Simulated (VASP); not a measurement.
Data:

```
Cu2O
1.0
    4.26146     0.00000     0.00000
    0.00000     4.26146     0.00000
    0.00000     0.00000     4.26146
Cu O
4 2
Direct
  0.75000   0.25000   0.75000
  0.25000   0.75000   0.75000
  0.75000   0.75000   0.25000
  0.25000   0.25000   0.25000
  0.00000   0.00000   0.00000
  0.50000   0.50000   0.50000
```

Level of theory: PBE GGA with D4 dispersion, VASP's PBE PAW potentials (set 64) (plane waves; VASP). Numerical set-up: 520 eV cut-off, 5×5×5 Γ-centred mesh, Gaussian smearing of 0.050 eV, potentials Cu O.

Q: Estimate the energy per atom (σ→0), band gap (on the k-mesh) with the smallest direct gap where there is one.

A: 
| Quantity | Value |
|---|---|
| band gap (on the k-mesh) | 0.54 eV |
| smallest direct gap (on the k-mesh) | 0.54 eV |
| energy per atom (σ→0) | -4.876 eV/atom |

The compound is Cu2O in the cuprite structure. It was relaxed first.
